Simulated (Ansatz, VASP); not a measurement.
**HfC: VASP beside Ansatz**

Wanted: the spread between two codes on one cell, functional and k mesh. The cell is generated by rule, not measured, and may not be a known phase. The cell is taken from a series of runs on this material, whose earlier steps may have relaxed, scaled, displaced or heated it; both programs get it as it stands.

Calculated with Ansatz 0.2.0; plane waves, with VASP 6.6.1 beside it; relaxation of cell and atoms at PBEsol.

## 1. The starting structure

Symmetry: Pm-3m, No. 221, cubic system. The conventional cell has a = 2.866 Å, b = 2.866 Å, c = 2.866 Å, α = 90.00°, β = 90.00°, γ = 90.00°. Nearest to Hf lie 8 C at 2.48 Å. Nearest to C lie 8 Hf at 2.48 Å. Farther neighbours are not listed.

## 2. VASP: relaxation of cell and atoms, PBEsol, pair 1

The relaxed volume is the usual yardstick between codes: in a stiff, nearly cubic crystal its relative difference is about their pressure difference at one cell divided by the bulk modulus.

Lines of VASP's logs that name or quote its potential files are left out, and so is its time.

File INCAR:

```
SYSTEM = HfC
PREC = Accurate
ENCUT = 600
EDIFF = 1E-07
NELM = 120
ISMEAR = 0
SIGMA = 0.1
LREAL = .FALSE.
ALGO = Normal
GGA = PS
NBANDS = 13
LASPH = .TRUE.
LORBIT = 11
LWAVE = .FALSE.
LCHARG = .FALSE.
ISIF = 3
IBRION = 2
NSW = 80
EDIFFG = -0.005
GGA_COMPAT = .FALSE.
NELMIN = 4
KPAR = 2
```

File POSCAR:

```
HfC
1.0
    2.8664090000      0.0000000000      0.0000000000
    0.0000000000      2.8664090000      0.0000000000
    0.0000000000      0.0000000000      2.8664090000
Hf C
1 1
Direct
    0.0000000000      0.0000000000      0.0000000000
    0.4999998256      0.4999998256      0.4999998256
```

File KPOINTS:

```
Automatic mesh
0
Gamma
14 14 14
0 0 0
```

PAW data sets: Hf_pv and C (PBE family, release 64).

Started as:

```console
> mpirun -np 2 vasp_std
```

Numbers of over 12 decimals in the logs are rounded to 6 here.

The log of the run:

```text
[banner, memory and clock lines left out]
running    2 mpi-ranks, on    1 nodes
 distrk:  each k-point on    1 cores,    2 groups
 distr:  one band on    1 cores,    1 groups

 POSCAR found type information on POSCAR HfC
 POSCAR found :  2 types and       2 ions
|                                                                             |
|               ----> ADVICE to this user running VASP <----                  |
|                                                                             |
|     You enforced a specific xc type in the INCAR file but a different       |
|     [... a line on the potential file left out ...]
|     I HOPE YOU KNOW WHAT YOU ARE DOING!                                     |
|                                                                             |

 LDA part: xc-table for (Slater+PW92), standard interpolation
 POSCAR, INCAR and KPOINTS ok, starting setup
 FFT: planning ... GRIDC
 FFT: planning ... GRID_SOFT
 FFT: planning ... GRID
 WAVECAR not read
 entering main loop
       N       E                     dE             d eps       ncg     rms          rms(c)
DAV:   1     0.275192793433E+02    0.27519E+02   -0.81405E+03  3120   0.116E+03
DAV:   2    -0.207645908436E+02   -0.48284E+02   -0.45666E+02  4063   0.223E+02
DAV:   3    -0.224279168361E+02   -0.16633E+01   -0.16527E+01  3741   0.294E+01
DAV:   4    -0.224368592178E+02   -0.89424E-02   -0.89410E-02  3495   0.249E+00
DAV:   5    -0.224369171493E+02   -0.57931E-04   -0.57930E-04  3700   0.175E-01    0.474E+01
DAV:   6    -0.199477202067E+02    0.24892E+01   -0.16875E+01  3418   0.193E+01    0.383E+01
DAV:   7    -0.195889408148E+02    0.35878E+00   -0.16916E+00  3408   0.685E+00    0.258E+01
DAV:   8    -0.195461461537E+02    0.42795E-01   -0.21667E-01  3443   0.341E+00    0.769E+00
DAV:   9    -0.195374094819E+02    0.87367E-02   -0.15203E-02  3496   0.990E-01    0.547E-01
DAV:  10    -0.195373514527E+02    0.58029E-04   -0.13768E-03  3886   0.286E-01    0.235E-01
DAV:  11    -0.195373292826E+02    0.22170E-04   -0.58648E-05  3773   0.606E-02    0.775E-02
DAV:  12    -0.195373300092E+02   -0.72665E-06   -0.51966E-06  3837   0.184E-02    0.740E-02
DAV:  13    -0.195373299952E+02    0.14042E-07   -0.20369E-06  3995   0.113E-02    0.106E-03
DAV:  14    -0.195373299894E+02    0.57621E-08   -0.38189E-08  2092   0.183E-03
   1 F= -.19537330E+02 E0= -.19532853E+02  d E =-.195373E+02
 curvature:   0.00 expect dE= 0.000E+00 dE for cont linesearch  0.000E+00
 trial: gam= 0.00000 g(F)=  0.000E+00 g(S)=  0.103E-02 ort = 0.000E+00 (trialstep = 0.100E+01)
 search vector abs. value=  0.103E-02
 bond charge predicted
       N       E                     dE             d eps       ncg     rms          rms(c)
DAV:   1    -0.195403876573E+02   -0.30577E-02   -0.86503E-02  3150   0.242E+00    0.698E-01
DAV:   2    -0.195380047486E+02    0.23829E-02   -0.33163E-03  3490   0.511E-01    0.413E-01
DAV:   3    -0.195372495277E+02    0.75522E-03   -0.14666E-03  3559   0.277E-01    0.234E-01
DAV:   4    -0.195371469217E+02    0.10261E-03   -0.25950E-04  3641   0.132E-01    0.175E-01
DAV:   5    -0.195371514557E+02   -0.45340E-05   -0.23198E-05  4471   0.347E-02    0.819E-02
DAV:   6    -0.195371489160E+02    0.25397E-05   -0.14529E-06  4141   0.830E-03    0.544E-03
DAV:   7    -0.195371489169E+02   -0.85856E-09   -0.21612E-08  2521   0.112E-03
   2 F= -.19537149E+02 E0= -.19532701E+02  d E =0.181073E-03
 trial-energy change:    0.000181  1 .order    0.000183   -0.001025    0.001391
 step:   0.4243(harm=  0.4243)  dis= 0.00000  next Energy=   -19.537548 (dE=-0.218E-03)
 bond charge predicted
       N       E                     dE             d eps       ncg     rms          rms(c)
DAV:   1    -0.195386283309E+02   -0.14794E-02   -0.28708E-02  3150   0.139E+00    0.403E-01
DAV:   2    -0.195378389210E+02    0.78941E-03   -0.11152E-03  3510   0.296E-01    0.239E-01
DAV:   3    -0.195375892989E+02    0.24962E-03   -0.48245E-04  3559   0.158E-01    0.136E-01
DAV:   4    -0.195375511933E+02    0.38106E-04   -0.93040E-05  3636   0.789E-02    0.101E-01
DAV:   5    -0.195375490369E+02    0.21564E-05   -0.78520E-06  4451   0.203E-02    0.471E-02
DAV:   6    -0.195375493704E+02   -0.33355E-06   -0.46705E-07  4133   0.476E-03    0.315E-03
DAV:   7    -0.195375493683E+02    0.21264E-08   -0.72229E-09  2002   0.612E-04
   3 F= -.19537549E+02 E0= -.19533086E+02  d E =-.219379E-03
 curvature:  -0.21 expect dE=-0.115E-07 dE for cont linesearch -0.115E-07
 trial: gam= 0.00000 g(F)=  0.365E-48 g(S)=  0.543E-07 ort =-0.746E-05 (trialstep = 0.885E+00)
 search vector abs. value=  0.544E-07
 reached required accuracy - stopping structural energy minimisation
```

Parts of OUTCAR (step 2):

```text
ion  position               nearest neighbor table
   1  0.000  0.000  0.000-   2 2.48   2 2.48   2 2.48   2 2.48   2 2.48   2 2.48   2 2.48   2 2.48

  LATTYP: Found a simple cubic cell.
 ALAT       =     2.8664090000

 Subroutine GETGRP returns: Found 48 space group operations
 (whereof 48 operations were pure point group operations)

The static configuration has the point symmetry O_h .

 Found    120 irreducible k-points:

   k-points           NKPTS =    120   k-points in BZ     NKDIM =    120   number of bands    NBANDS=     13

   dimension x,y,z NGX =    24 NGY =   24 NGZ =   24
   dimension x,y,z NGXF=    48 NGYF=   48 NGZF=   48

   ENCUT  =  600.0 eV  44.10 Ry    6.64 a.u.   5.72  5.72  5.72*2*pi/ulx,y,z

   NELECT =      14.0000    total number of electrons

 k-points in reciprocal lattice and weights: Automatic mesh
   0.00000000  0.00000000  0.00000000       0.000
   0.07142857  0.00000000  0.00000000       0.002
   0.14285714  0.00000000  0.00000000       0.002
   0.21428571  0.00000000  0.00000000       0.002
   0.28571429  0.00000000  0.00000000       0.002
   0.35714286  0.00000000  0.00000000       0.002
   0.42857143  0.00000000  0.00000000       0.002
   0.50000000  0.00000000  0.00000000       0.001
   0.07142857  0.07142857  0.00000000       0.004
[...]
0.50000000  0.50000000  0.42857143       0.002
   0.50000000  0.50000000  0.50000000       0.000

 average (electrostatic) potential at core
       1 -34.6760       2 -47.3516

 E-fermi :   6.7625

 k-point     1 :       0.0000    0.0000    0.0000
  band No.  band energies     occupation
    ...
      2     -22.9730      2.00000
      3     -22.9730      2.00000
      4      -6.2012      2.00000
      5       4.7178      2.00000
      6       4.7178      2.00000
      7       7.9193      0.00000
      8       7.9193      0.00000
      9       7.9193      0.00000
     10      13.1666      0.00000
     11      13.1666      0.00000
    ...

 k-point     2 :       0.0714    0.0000    0.0000
  band No.  band energies     occupation
    ...
      2     -22.9673      2.00000
      3     -22.9673      2.00000
      4      -6.0835      2.00000
      5       4.6615      2.00000
      6       4.7688      2.00000
      7       7.7748      0.00000
      8       7.7748      0.00000
      9       7.8569      0.00000
     10      13.1945      0.00000
     11      13.2814      0.00000
    ...

 k-point     3 :       0.1429    0.0000    0.0000
  band No.  band energies     occupation
    ...
      2     -22.9511      2.00000
      3     -22.9511      2.00000
      4      -5.7440      2.00000
      5       4.3014      2.00000
      6       4.9162      2.00000
      7       7.3977      0.00000
      8       7.3977      0.00000
      9       8.0184      0.00000
     10      13.2739      0.00000
     11      13.5905      0.00000
    ...

  Total        0.0008665      0.0008665      0.0008665      0.0000000     -0.0000000      0.0000000
  in kB        0.0591632      0.0591632      0.0591632      0.0000000     -0.0000000      0.0000000
  external PRESSURE =       0.0591632 kB  Pullay stress =       0.0000000 kB

  energy-cutoff  :      600.00
  volume of cell :       23.47
      direct lattice vectors                 reciprocal lattice vectors
     2.862916709 -0.000000000 -0.000000000     0.349294130 -0.000000000 -0.000000000
     0.000000000  2.862916709 -0.000000000     0.000000000  0.349294130 -0.000000000
     0.000000000  0.000000000  2.862916709     0.000000000  0.000000000  0.349294130

 POSITION                                       TOTAL-FORCE (eV/Angst)
 -----------------------------------------------------------------------------------
      0.00000      0.00000      0.00000        -0.000000      0.000000      0.000000
      1.43146      1.43146      1.43146         0.000000      0.000000      0.000000
 -----------------------------------------------------------------------------------
    total drift:                                0.000121      0.000121      0.000121

  FREE ENERGIE OF THE ION-ELECTRON SYSTEM (eV)
  ---------------------------------------------------
  free  energy   TOTEN  =       -19.5375493683 eV

  energy  without entropy=      -19.5286225085  energy(sigma->0) =      -19.53308594

 reached required accuracy - stopping structural energy minimisation

 total charge
# of ion       s       p       d       tot
------------------------------------------
    1        0.345   6.517   1.792   8.653
    2        0.871   1.420   0.000   2.291
--------------------------------------------------
tot          1.216   7.937   1.792  10.944

[... 3 further parts left out ...]
```

CONTCAR:

```
HfC
   1.00000000000000
     2.8629167093787311   -0.0000000000000000   -0.0000000000000000
     0.0000000000000000    2.8629167093787311   -0.0000000000000000
     0.0000000000000000    0.0000000000000000    2.8629167093787311
  Hf              C
     1     1
Direct
     0.0000000000000000    0.0000000000000000    0.0000000000000000
     0.4999998255999998    0.4999998255999998    0.4999998255999998
```

## 3. Ansatz: relaxation of cell and atoms, PBEsol, pair 1

Ansatz runs on its default PAW (the set named soft_2) files.

The same cell, functional, mesh and smearing now go to Ansatz, which takes its cutoff from its data sets.

File input.yaml:

```yaml
crystal:
  lattice:
    - [2.8664089284, 0.0, 0.0]
    - [0.0, 2.8664089284, 0.0]
    - [0.0, 0.0, 2.8664089284]
  atoms:
    - { symbol: Hf, position: [0.0, 0.0, 0.0] }
    - { symbol: C, position: [0.5, 0.5, 0.5] }
kpoints:
  mp_grid: { grid: [14, 14, 14] }
hamiltonian:
  xc: pbesol
scf:
  occupations: { method: gaussian, width: 0.1 }
output:
  forces: true
  stress: true
  eigenvalues: true
relax:
  adjacent_minimum: "off"
  f_tol: 0.005
  max_steps: 80
  cell: { stress_tol: 0.05 }
```

Started as:

```console
> ansatz run input.yaml --threads 4 --pin off --max-ram 7168MiB --backend cpu --events-out ev --progress --plain --runs-dir out
```

The log of the run:

```text
Engine: ansatz 0.2.0, aarch64-unknown-linux-gnu
Pseudopotentials: kind: paw
Pseudopotential: Hf, paw, valence charge 26, recommended cutoff 420 eV (normal), Hf.paw.azcp
Pseudopotential: C, paw, valence charge 4, recommended cutoff 420 eV (normal), C.paw.azcp
Functional definition: PBEsol
  exchange = pbesol_x
  correlation = pbesol_c
Crystal: 2 atoms, lattice volume = 23.551 Å³
Basis set: ecut = 420 eV, 461 PW (Γ), exchange–correlation on 40×40×40 points (8 copies of the dense FFT grid, shifted against one another)
Bands: 19, of which v1, the nominal top of the filled ones, is band 15 counted from 1 (14 counted from 0)
Symmetry: 48 space group operations
Space group: Pm-3m (ITA 221), of the structure as read, at distance tolerance 2.9e-5 Å
k-points: 120 of 2744
Non-local potential: Hf, projectors of the file, l = 0: 3, l = 1: 2, l = 2: 2, l = 3: 3
Non-local potential: C, projectors of the file, l = 0: 2, l = 1: 2, l = 2: 1
PAW form: soft (Blöchl's): semilocal exchange-correlation on the pseudo side does not see the compensation charge
PAW frozen core: Hf, regenerated for the run's functional, and the local potential with it (the file was generated under x = pbe(κ = 0.804, μ = 0.219515), c = pbe(β = 0.066725))
PAW frozen core: C, regenerated for the run's functional, and the local potential with it (the file was generated under x = pbe(κ = 0.804, μ = 0.219515), c = pbe(β = 0.066725))
PAW one-centre angular grid: Hf, 590 points (default); XC on 64 Gauss nodes
PAW one-centre angular grid: C, 110 points (default); XC on 64 Gauss nodes
Initial density: superposition of atomic densities (neutral atoms: chi_scale 0, normalization atom), corrected by the library's trained network
Initial wavefunctions: pseudopotential atomic-orbital guess
Functional: x = pbesol(κ = 0.804, μ = 0.123457), c = pbesol(β = 0.046)
SCF iter   1: F=—  HF=-15844.047153 eV  |F-HF|=—  |Δ(HF+E_count)|=         —  Δρ=1.77e-2  dr2=1.08e-1  ethr=1.77e-3  ⟨swp⟩=4.8  Hψ=9297  notcnv=0
preconditioner: auto → none  [metal: Δε(μ)=0.016 eV  Ē_g=17.869 eV  σ=0.100 eV  W_gap=0.09  n_scr=6 (ndim 8)  ℏωp=40.5 eV  f_vac=0.000  D(μ)=2.15/eV (n_scr^D=26)  sad-step TF]
SCF iter   2: F=—  HF=-15844.038767 eV  |F-HF|=—  |Δ(HF+E_count)|=   8.39e-3  Δρ=1.27e-2  dr2=5.93e-2  ethr=3.60e-4  ⟨swp⟩=1.0  Hψ=3240  notcnv=0
SCF iter   3: F=—  HF=-15844.028371 eV  |F-HF|=—  |Δ(HF+E_count)|=   1.04e-2  Δρ=1.96e-3  dr2=3.34e-4  ethr=1.98e-4  ⟨swp⟩=2.0  Hψ=3134  notcnv=0  defer=1
SCF iter   4: F=—  HF=-15844.028382 eV  |F-HF|=—  |Δ(HF+E_count)|=   1.06e-5  Δρ=7.08e-4  dr2=1.02e-4  ethr=1.11e-6  ⟨swp⟩=2.2  Hψ=4154  notcnv=0  defer=1
SCF iter   5: F=—  HF=-15844.028192 eV  |F-HF|=—  |Δ(HF+E_count)|=   1.90e-4  Δρ=1.60e-4  dr2=2.87e-6  ethr=3.42e-7  ⟨swp⟩=2.2  Hψ=4126  notcnv=0  defer=1
SCF iter   6: F=—  HF=-15844.028214 eV  |F-HF|=—  |Δ(HF+E_count)|=   2.17e-5  Δρ=1.43e-5  dr2=2.02e-8  ethr=3.33e-10  ⟨swp⟩=3.7  Hψ=10415  notcnv=0
SCF iter   7: F=-15844.028214 eV  HF=-15844.028214 eV  |F-HF|=2.00e-11  |Δ(HF+E_count)|=   1.64e-9  Δρ=3.51e-6  dr2=9.40e-10  ethr=6.74e-11  ⟨swp⟩=2.6  Hψ=7231  notcnv=0
the search or the solves at the SCF's close seem to have found levels that the self-consistency loop had missed (the run counts 1). By its estimate they hold under 1e-12 electrons; where the run keeps them, the occupations were computed again with them
SCF 1 converged in 7 iterations: F = -15844.028214 eV  dr2 = 9.40e-10
  greatest PAW one-centre occupation: 0.998 electrons in one spin orbital (limit 2), on the Hf atom at site 0 (counted from 0), in its partial waves of l = 3
relax step   1: F+E_penalty+E_count = -15844.02821412 eV  Δ(F+E_penalty+E_count) = +0.000e0 eV  max|allowed force component| = 3.648e-30 eV/Å  Δτ_max = 0.0000 Å  P = +0.503 GPa  Ω = 23.551 Å³  (7 SCF iters, dr2 threshold 1.00e-7 eV, accepted)
[...]
relax step   2: F+E_penalty+E_count = -15844.02811011 eV  Δ(F+E_penalty+E_count) = +1.040e-4 eV  max|allowed force component| = 5.588e-31 eV/Å  Δτ_max = 0.0000 Å  P = -0.395 GPa  Ω = 23.647 Å³  energy of the carried Pulay correction = -1.351e-4 eV  (6 SCF iters, dr2 threshold 2.00e-7 eV, accepted)
[...]
relax step   3: F+E_penalty+E_count = -15844.02822197 eV  Δ(F+E_penalty+E_count) = -1.119e-4 eV  max|allowed force component| = 6.574e-31 eV/Å  Δτ_max = 0.0000 Å  P = -0.002 GPa  Ω = 23.605 Å³  energy of the carried Pulay correction = -7.555e-5 eV  (6 SCF iters, dr2 threshold 2.00e-7 eV, accepted)
[...]
relax step   4: F+E_penalty+E_count = -15844.02830443 eV  Δ(F+E_penalty+E_count) = -8.246e-5 eV  max|allowed force component| = 2.547e-31 eV/Å  Δτ_max = 0.0000 Å  P = +0.002 GPa  Ω = 23.605 Å³  stress off target by 2.48e-3 GPa  SCF on the basis re-selected at this cell (its energy is not comparable with the rows above)  (8 SCF iters)
basis re-selected at this cell: Δ(F+E_penalty+E_count) = -8.246e-5 eV, ΔP = +0.004 GPa vs the last step (what re-selecting the basis moved, of the pressure what is left beyond the Pulay correction that the steps carried, after the strain that the cell walked since its last selection, with what the two solves' SCF thresholds leave and, on support functions, any second-order correction that the steps lacked; it is no m [...]
SCF converged after 8 iterations
Free energy (F): -15844.028304 eV
Harris-Foulkes:  -15844.028304 eV  (|F-HF|=0.00e0)
Internal energy: -15844.019267 eV  (E = F + TS)
E sigma→0 (E₀):  -15844.023786 eV
Entropy (-TS):   -0.009037 eV (-4.519 meV/atom)
Fermi energy:    21.781241 eV
--- Per-component energies (eV) ---
  E_band       = 153.993029
  E_kinetic    = 513.564330
  E_local      = -4869.922357  (includes V_loc(G=0)·N_el)
  E_nonlocal   = -1211.386781
  E_hartree    = 2318.051078
  E_xc         = -346.665229
  E_vxc        = -327.055449  (∫ρ·V_xc dr)
  E_paw        = -6902.321790  (= ΣΔE_a)
  E_vpaw       = 1412.691125  (= ΣTr[D̂ρ^β])
  E_aug_tail   = 0.000004  (compensation charges beyond the density's cutoff)
  E_ewald      = -5346.610715
  E_core_change = 1.272192  (= ΣΔE_core)
  E_smearing   = -0.009037  (= −TS)
  E_closure    = 0.000000  (closes the sum)
  Σ components = -15844.028304   (vs F -15844.028304, Δ=0.00e0)
--- Forces (eV/Å), atoms counted from 1 ---
  atom   1  Hf     0.00000000     0.00000000    -0.00000000
  atom   2  C      0.00000000     0.00000000    -0.00000000
  max |Σ_I F_I| component: 8.05e-31 eV/Å
--- Stress (GPa, compression-positive) ---
        0.002477      -0.000000      -0.000000
       -0.000000       0.002477      -0.000000
       -0.000000      -0.000000       0.002477
  P = ⅓ Tr σ = 0.0025 GPa (0.025 kbar)
--- Band table (eV; the first three rows and the last of 120) ---
  k-point 0: bands = [... 11 lower, 10.4437, 19.7454, 19.7454, 22.9478, 22.9478, 22.9478, 28.1254, 28.1254]
  k-point 1: bands = [... 11 lower, 10.4428, 19.6868, 19.7964, 22.8023, 22.8023, 22.8881, 28.1530, 28.2406]
  k-point 2: bands = [... 11 lower, 10.4403, 19.3236, 19.9434, 22.4225, 22.4225, 23.0533, 28.2316, 28.5495]
  k-point 119: bands = [... 11 lower, 14.7767, 16.0612, 16.0612, 16.0612, 30.8434, 30.8434, 30.8434, 31.2253]
--- Relaxed structure (3 steps of the walk, 3 accepted, 1 SCFs on fresh bases) ---
  F+E_penalty+E_count = -15844.02830443 eV   max|allowed force component| = 2.547e-31 eV/Å   (the final SCF, on the basis selected at the relaxed cell)
  cell:  # Å, volume = 23.6047 Å³
    - [2.868575, 0, 0]
    - [0, 2.868575, 0]
    - [0, 0, 2.868575]
  atoms:
    - { symbol: Hf, position: [0, 0, 0] }
    - { symbol: C, position: [0.5, 0.5, 0.5] }
```

In the SCF lines HF is the Harris–Foulkes energy and dr2 the Hartree energy of the density residual, in eV; the loop may stop once dr2 is under the threshold and the program's other checks hold. Hψ counts applications of the Hamiltonian.

## 4. Side by side

Known differences besides the potentials themselves: the data sets hold 30 valence electrons in Ansatz (on its default PAW (the set named soft_2) files) and 14 in VASP; the cutoff is 420 eV in Ansatz and 600 eV in VASP; Ansatz makes its cores anew for this functional, VASP keeps those of its PBE data sets; Ansatz adds a Pulay correction to the stress that steers its cell, VASP none. Total energies have different zeros and are not compared.

Compared:

```tsv
quantity	Ansatz	VASP	difference
volume (Å³)	23.60	23.47	+0.59 %
edge a after relaxation, in the typed setting (Å)	2.869	2.863	+0.20 %
```

[end of part 1 of 2]

[Lines on the potential files, build, host, timing and source positions are cut from VASP's logs without a mark.]

[Logs are printed without paths, hosts, clocks, repeated set-up lines and the standing remarks that a program may print on its own settings, such as how far it seeks lower states.]

[Hosts, paths, dates, database ids (printed as entryN), source tags and the programs' standing remarks are cut or masked in the printed files.]
